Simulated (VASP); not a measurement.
# GeMo: structure and properties in VASP, part 2 of 2

What structure does GeMo take at this level, and what are its properties? The cell is invented: it takes the structure of a Materials Project entry for TiMo (space group 65 there), with some of its atoms replaced by other elements, volume scaled by an estimate. It may not be a known or stable phase.

VASP 6.6.1; PBE with D3(BJ); plane waves and PAW (Mo_sv, Ge_d); invented cell.

Still holding for the runs below: The k-mesh is coarse for a metal.

So far. Step 10 (Volume scan with PBE + D3(BJ) (run 2)): The run ends at a pressure of 8.79 GPa.

## Step 11: Volume scan with PBE + D3(BJ) (run 3)

Input file INCAR:

```
SYSTEM = GeMo
PREC = Accurate
ENCUT = 410
EDIFF = 1E-06
NELM = 100
ISMEAR = 0
SIGMA = 0.05
LREAL = .FALSE.
ALGO = Normal
GGA = PE
IVDW = 12
NBANDS = 20
LORBIT = 11
LWAVE = .FALSE.
LCHARG = .FALSE.
ISIF = 2
```

Input file POSCAR:

```
GeMo
1.0
    1.5958667564     -2.3331833056      0.0000000000
    1.5958667564      2.3331833056      0.0000000000
    0.0000000000      0.0000000000      4.0120930801
Mo Ge
1 1
Direct
    0.0000000000      0.0000000000      0.0000000000
    0.5000000000      0.5000000000      0.5000000000
```

Input file KPOINTS:

```
Automatic mesh
0
Gamma
10 10 7
0 0 0
```

The projector-augmented-wave data sets are Mo_sv and Ge_d (PBE family, release 64).

The run is started by

```sh
> mpirun -np 1 vasp_std
```

Run time: 50 s. Hardware: 1 MPI rank of AMD EPYC 7R43, shared host; peak memory 0.15 GiB.

The pressure falls from 8.79 to 4.14 GPa.

The run ends at a pressure of 4.14 GPa.

## Step 12: Volume scan with PBE + D3(BJ) (run 4)

INCAR is that of step 11.

Input file POSCAR:

```
GeMo
1.0
    1.6066499670     -2.3489485359      0.0000000000
    1.6066499670      2.3489485359      0.0000000000
    0.0000000000      0.0000000000      4.0392026395
Mo Ge
1 1
Direct
    0.0000000000      0.0000000000      0.0000000000
    0.5000000000      0.5000000000      0.5000000000
```

KPOINTS is that of step 11.

The run is started by

```sh
> mpirun -np 1 vasp_std
```

It took 45 s on 1 MPI rank; peak memory 0.14 GiB.

The pressure falls from 4.14 to -0.03 GPa.

The run ends at a pressure of -0.03 GPa.

## Step 13: Volume scan with PBE + D3(BJ) (run 5)

INCAR is that of step 12.

Input file POSCAR:

```
GeMo
1.0
    1.6172903431     -2.3645049398      0.0000000000
    1.6172903431      2.3645049398      0.0000000000
    0.0000000000      0.0000000000      4.0659531054
Mo Ge
1 1
Direct
    0.0000000000      0.0000000000      0.0000000000
    0.5000000000      0.5000000000      0.5000000000
```

KPOINTS is that of step 12.

The run is started by

```sh
> mpirun -np 1 vasp_std
```

It took 46 s on 1 MPI rank; peak memory 0.15 GiB.

The pressure falls from -0.03 to -3.75 GPa.

The run ends at a pressure of -3.75 GPa.

## Step 14: Volume scan with PBE + D3(BJ) (run 6)

INCAR is that of step 13.

Input file POSCAR:

```
GeMo
1.0
    1.6277925227     -2.3798592982      0.0000000000
    1.6277925227      2.3798592982      0.0000000000
    0.0000000000      0.0000000000      4.0923561381
Mo Ge
1 1
Direct
    0.0000000000      0.0000000000      0.0000000000
    0.5000000000      0.5000000000      0.5000000000
```

KPOINTS is that of step 13.

The run is started by

```sh
> mpirun -np 1 vasp_std
```

Wall time 51 s (1 MPI rank); peak memory 0.14 GiB.

The pressure falls from -3.75 to -7.08 GPa.

The run ends at a pressure of -7.08 GPa.

## Step 15: Volume scan with PBE + D3(BJ) (run 7)

A prediction first. A parabola through the 6 pressures of evenly scaled cells so far, P = -0.03 -197.5 t +458 t² GPa with t = ln(V/V₁) and V₁ the volume at scale 1, gives -9.98 GPa at t = +0.0583.

INCAR is that of step 14.

Input file POSCAR:

```
GeMo
1.0
    1.6381609075     -2.3950180464      0.0000000000
    1.6381609075      2.3950180464      0.0000000000
    0.0000000000      0.0000000000      4.1184228036
Mo Ge
1 1
Direct
    0.0000000000      0.0000000000      0.0000000000
    0.5000000000      0.5000000000      0.5000000000
```

KPOINTS is that of step 14.

The run is started by

```sh
> mpirun -np 1 vasp_std
```

Elapsed: 47 s, on 1 MPI rank; peak memory 0.15 GiB.

The pressure falls from -7.08 to -10.05 GPa. The parabola predicted -9.98 GPa, +0.07 GPa off.

## Step 16: Comparing the runs

Times are for 1 MPI rank of AMD EPYC 7R43, shared host. The series side by side:

```csv
no.,volume scale,energy above the lowest point (meV/atom),pressure (GPa),time,memory (GiB)
1,0.94,42.01,13.95,43 s,0.14
2,0.96,18.91,8.785,57 s,0.14
3,0.98,5.22,4.143,50 s,0.15
4,1,0,-0.02516,45 s,0.14
5,1.02,2.29,-3.752,46 s,0.15
6,1.04,11.31,-7.078,51 s,0.14
7,1.06,26.41,-10.05,47 s,0.15
```

## Step 17: Fit for PBE + D3(BJ)

This step: Birch-Murnaghan fit, PBE with D3(BJ); plane waves and PAW; invented cell (VASP 6.6.1).

Derived from the runs above.

This step gave:

* pressure derivative of the bulk modulus: 4.585
* r.m.s. error of the fit: 9.41e-6 eV/atom
* minimum inside the sampled range: yes
* bulk modulus: 194.7 GPa
* equilibrium volume of the fit: 15.30 Å³/atom

Energy above the fitted minimum against volume:

```csv
volume (Å³/atom),energy above the fitted minimum (eV/atom)
14.329,0.0421
14.634,0.0190
14.939,0.00535
15.244,1.3e-4
15.549,0.00242
15.853,0.0114
16.158,0.0265
```

The fitted volume lies +0.36 % from the relaxed one. At a finite cutoff and mesh the minimum of the energy and the zero of the stress don't quite coincide, and the relaxation stops at a threshold.

## Step 18: A single point (PBE + D3(BJ)), changed input

This step: PBE with D3(BJ); plane waves and PAW (Mo_sv, Ge_d); invented cell (VASP 6.6.1).

Edit INCAR of step 15 so:

```diff
@@ -4,3 +4,3 @@
 EDIFF = 1E-06
-NELM = 100
+NELM = 97
 ISMEAR = 0
```

Input file POSCAR:

```
GeMo
1.0
    1.6066499670     -2.3489485359      0.0000000000
    1.6066499670      2.3489485359      0.0000000000
    0.0000000000      0.0000000000      4.0392026395
Mo Ge
1 1
Direct
    0.0000000000      0.0000000000      0.0000000000
    0.5000000000      0.5000000000      0.5000000000
```

Input file KPOINTS:

```
Automatic mesh
0
Gamma
1 1 1
0 0 0
```

The run is started by

```sh
> mpirun -np 1 vasp_std
```

Run time: 2.8 s. Hardware: 1 MPI rank; peak memory 0.1 GiB.

Convergence was reached, but on settings outside the sound range, so the numbers are no properties of the crystal.

Against the sound run on this cell (volume scan with PBE + D3(BJ)) the energy at zero smearing moves by +2158.4 meV an atom and the pressure by +31.22 GPa.

The fault in the input: one k point for a small cell (k-mesh = [1, 1, 1]). A small cell needs a mesh; Γ alone serves large cells only.

## Step 19: Outcome

* relaxed volume: 15.24 Å³/atom
* relaxed conventional cell a, b, c: 3.213, 4.698, 4.039 Å
* space group after relaxing, within 0.02 Å: Cmmm (No. 65)
* band gap: none, a metal
* DOS at the Fermi level: 1.73 states/eV/cell
* shallowest level of the frozen cores: Ge2 3p, 111.2 eV deep
* bulk modulus from the fit: 195 GPa
* volume from the fit: 15.3 Å³/atom

What this shows: With PBE + D3(BJ), GeMo relaxes to 15.24 Å³/atom in space group Cmmm, comes out as a metal and has a bulk modulus of 195 GPa at fixed shape and positions, an upper bound. Bands along the symmetry lines (PBE + D3(BJ)): Of the bands kept, 3 cross the Fermi level on this path. Spin-orbit coupling is left out; it would split some degenerate bands. The k-sampling is coarse for a metal, so the Fermi level, pressures and the shape of the cell carry errors. No search among competing phases was made. All values are for a static lattice at zero temperature.

[Lines on the potential files, build, host, timing and source positions are cut from VASP's logs without a mark.]

[Logs are printed without paths, hosts, clocks, repeated set-up lines and the standing remarks that a program may print on its own settings, such as how far it seeks lower states.]

[Hosts, paths, dates, database ids (printed as entryN), source tags and the programs' standing remarks are cut or masked in the printed files.]

[A measured line is paired with the nearest computed mode of its activity, which favours agreement.]
